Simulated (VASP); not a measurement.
Output of a VASP run:

OSZICAR:
```
       N       E                     dE             d eps       ncg     rms          rms(c)
DAV:   1    -0.887910487918E+01   -0.88791E+01   -0.15332E+00   408   0.813E+00    0.174E+00
DAV:   2    -0.888362896732E+01   -0.45241E-02   -0.29650E-02   457   0.874E-01    0.111E+00
DAV:   3    -0.887915168301E+01    0.44773E-02   -0.15365E-02   424   0.463E-01    0.665E-01
DAV:   4    -0.887897121969E+01    0.18046E-03   -0.51197E-03   436   0.240E-01    0.395E-01
DAV:   5    -0.887902672917E+01   -0.55509E-04   -0.74886E-04   435   0.151E-01    0.236E-01
DAV:   6    -0.887901663558E+01    0.10094E-04   -0.91399E-05   524   0.792E-02    0.140E-01
DAV:   7    -0.887901583109E+01    0.80449E-06   -0.23104E-05   508   0.387E-02    0.833E-02
DAV:   8    -0.887901993050E+01   -0.40994E-05   -0.62981E-06   437   0.186E-02    0.497E-02
DAV:   9    -0.887902352320E+01   -0.35927E-05   -0.19089E-06   354   0.122E-02    0.294E-02
DAV:  10    -0.887902602735E+01   -0.25042E-05   -0.10769E-06   339   0.802E-03    0.177E-02
DAV:  11    -0.887902774240E+01   -0.17150E-05   -0.59731E-07   303   0.585E-03    0.105E-02
DAV:  12    -0.887902884407E+01   -0.11017E-05   -0.31545E-07   256   0.457E-03    0.632E-03
DAV:  13    -0.887902952901E+01   -0.68494E-06   -0.19701E-07   230   0.362E-03
   1 F= -.88790295E+01 E0= -.88790295E+01  d E =-.770384E-16
       N       E                     dE             ncg
```

OUTCAR:
```
------------------------ aborting loop because EDIFF is reached ----------------------------------------
  FORCE on cell =-STRESS in cart. coord.  units (eV):
  Direction    XX          YY          ZZ          XY          YZ          ZX
  --------------------------------------------------------------------------------------
  Total       -0.3540027     -0.3540027     -0.3540027      0.0000000     -0.0000000      0.0000000
  in kB       -2.6408005     -2.6408005     -2.6408005      0.0000000     -0.0000000      0.0000000
  external PRESSURE =      -2.6408005 kB  Pullay stress =       0.0000000 kB
  volume of cell :      214.77
      direct lattice vectors                 reciprocal lattice vectors
     0.000000000  4.753175656  4.753175656    -0.105192830  0.105192830  0.105192830
     4.753175656  0.000000000  4.753175656     0.105192830 -0.105192830  0.105192830
     4.753175656  4.753175656  0.000000000     0.105192830  0.105192830 -0.105192830
 POSITION                                       TOTAL-FORCE (eV/Angst)
 -----------------------------------------------------------------------------------
      2.37659      2.37659      2.37659        -0.000000     -0.000000     -0.000000
      7.12976      7.12976      7.12976         0.000000      0.000000      0.000000
      4.75318      4.75318      4.75318         0.000000      0.000000     -0.000000
      0.00000      0.00000      0.00000        -0.000000      0.000000      0.000000
 -----------------------------------------------------------------------------------
    total drift:                               -0.000001      0.000001      0.000001
  FREE ENERGIE OF THE ION-ELECTRON SYSTEM (eV)
  ---------------------------------------------------
  free  energy   TOTEN  =        -8.8790295290 eV

  energy  without entropy=       -8.8790295290  energy(sigma->0) =       -8.87902953

  exchange ACFDT corr.  =         0.00000000  see jH, gK, PRB 81, 115126
```
(Selected blocks of OUTCAR.)

POSCAR:
```
Cs3Bi
1
    0.0000000000     4.7531756557     4.7531756557
    4.7531756557     0.0000000000     4.7531756557
    4.7531756557     4.7531756557     0.0000000000
Cs Bi
3 1
Direct
  0.2500000000   0.2500000000   0.2500000000
  0.7500000000   0.7500000000   0.7500000000
  0.5000000000   0.5000000000   0.5000000000
  0.0000000000   0.0000000000   0.0000000000
```

Question: Write an INCAR and KPOINTS that could have produced this output.

Answer: One answer among several that fit: the input of the run itself, HSE06 screened hybrid, plane waves, VASP's PBE PAW potentials (set 64).

**KPOINTS_OPT**
```
named points and PBE's band edges
8
Reciprocal
  0.000000   0.000000   0.000000 1 ! GAMMA
  0.500000   0.000000   0.500000 1 ! X
  0.500000   0.500000   0.500000 1 ! L
  0.500000   0.250000   0.750000 1 ! W
  0.375000   0.375000   0.750000 1 ! K
  0.625000   0.250000   0.625000 1 ! U
  0.464290   0.000000   0.464290 1 ! near an edge
  0.035710   0.000000   0.035710 1 ! near an edge
```

### INCAR
```
! general
SYSTEM  =Cs3Bi
PREC    =Accurate
ENCUT   =400
LREAL   =.False.
LASPH   =.True.
ISYM    =3

! electronic loop
EDIFF   =1E-6
NELM    =60
ALGO    =Normal
LMAXMIX =4

! smearing
ISMEAR  =0
SIGMA   =0.05

! functional
GGA     =PE
LHFCALC =.True.
AEXX    =0.25
HFSCREEN=0.2
PRECFOCK=Fast

! ions
ISIF    =2

! output
LWAVE   =.False.
LCHARG  =.False.
```

KPOINTS:
```
Automatic mesh
0
Gamma
4 4 4
0 0 0
```

POTCAR, in this order: Cs_sv Bi_d (PBE.64 set). Program: vasp_std. Read from the step before: WAVECAR.

The structure comes from a computed database's Cs3Bi entry (Fm-3m); how it stands against other phases isn't given here. It was relaxed first.
